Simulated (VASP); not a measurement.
Method: PBE GGA with D3 dispersion (zero damping), VASP's PBE PAW potentials (set 64) (plane waves; VASP 6.6.1).

Input for VASP

File POSCAR:
```
NaF
1
    0.0000000000     2.3616727909     2.3616727909
    2.3616727909     0.0000000000     2.3616727909
    2.3616727909     2.3616727909     0.0000000000
Na F
1 1
Direct
  0.0000000000   1.0000000000   0.0000000000
  0.5000000000   0.5000000000   0.5000000000
```

INCAR:
```
SYSTEM = NaF
PREC = Accurate; ENCUT = 520; LREAL = .False.
LASPH = .True.
EDIFF = 1E-7; NELM = 100; ALGO = Normal
ISMEAR = 0; SIGMA = 0.05
GGA = PE; IVDW = 11
ISIF = 2
LWAVE = .False.; LCHARG = .False.
```

**KPOINTS**
```
Regular mesh
0
gamma
  10 10 10
```

POTCAR, in this order: Na_pv F (PBE.64 set). Program: vasp_std.

The resulting files:

OSZICAR:
```
       N       E                     dE             d eps       ncg     rms          rms(c)
DAV:   1     0.112309132312E+03    0.11231E+03   -0.81800E+03  1054   0.151E+03
DAV:   2    -0.256828113835E+01   -0.11488E+03   -0.10663E+03  1078   0.364E+02
DAV:   3    -0.940502307218E+01   -0.68367E+01   -0.68153E+01  1172   0.900E+01
DAV:   4    -0.947580435492E+01   -0.70781E-01   -0.70758E-01  1124   0.100E+01
DAV:   5    -0.947653529000E+01   -0.73094E-03   -0.73093E-03  1211   0.106E+00    0.543E+00
DAV:   6    -0.857833249159E+01    0.89820E+00   -0.39696E+00  1226   0.184E+01    0.189E+00
DAV:   7    -0.856679635913E+01    0.11536E-01   -0.34631E-02  1046   0.263E+00    0.105E+00
DAV:   8    -0.856812709312E+01   -0.13307E-02   -0.30623E-02  1046   0.462E+00    0.127E-01
DAV:   9    -0.856910752945E+01   -0.98044E-03   -0.46506E-03  1148   0.721E-01    0.102E-01
DAV:  10    -0.856898361488E+01    0.12391E-03   -0.71826E-04  1100   0.355E-01    0.907E-03
DAV:  11    -0.856898183339E+01    0.17815E-05   -0.18293E-05  1169   0.101E-01    0.364E-03
DAV:  12    -0.856898207145E+01   -0.23806E-06   -0.16993E-06  1094   0.274E-02    0.163E-03
DAV:  13    -0.856898179231E+01    0.27914E-06   -0.30275E-07  1079   0.639E-03    0.441E-04
DAV:  14    -0.856898176791E+01    0.24399E-07   -0.20001E-08   607   0.304E-03
   1 F= -.88733274E+01 E0= -.88733274E+01  d E =-.478572E-22
```

### OUTCAR
```
------------------------ aborting loop because EDIFF is reached ----------------------------------------
 Edisp (eV)   -0.30435
  FORCE on cell =-STRESS in cart. coord.  units (eV):
  Direction    XX          YY          ZZ          XY          YZ          ZX
  --------------------------------------------------------------------------------------
  Total      -0.37519    -0.37519    -0.37519     0.00000     0.00000     0.00000
  in kB     -22.81783   -22.81783   -22.81783     0.00000     0.00000     0.00000
  external pressure =      -22.82 kB  Pullay stress =        0.00 kB
  volume of cell :       26.34
      direct lattice vectors                 reciprocal lattice vectors
     0.000000000  2.361672791  2.361672791    -0.211714342  0.211714342  0.211714342
     2.361672791  0.000000000  2.361672791     0.211714342 -0.211714342  0.211714342
     2.361672791  2.361672791  0.000000000     0.211714342  0.211714342 -0.211714342
  FREE ENERGIE OF THE ION-ELECTRON SYSTEM (eV)
  ---------------------------------------------------
  free  energy   TOTEN  =        -8.8733273994 eV

  energy  without entropy=       -8.8733273994  energy(sigma->0) =       -8.87332740
```
(Selected blocks of OUTCAR.)

The compound is NaF in the rock salt structure. This cell is one point of a volume scan, at 1.06 of the reference volume.
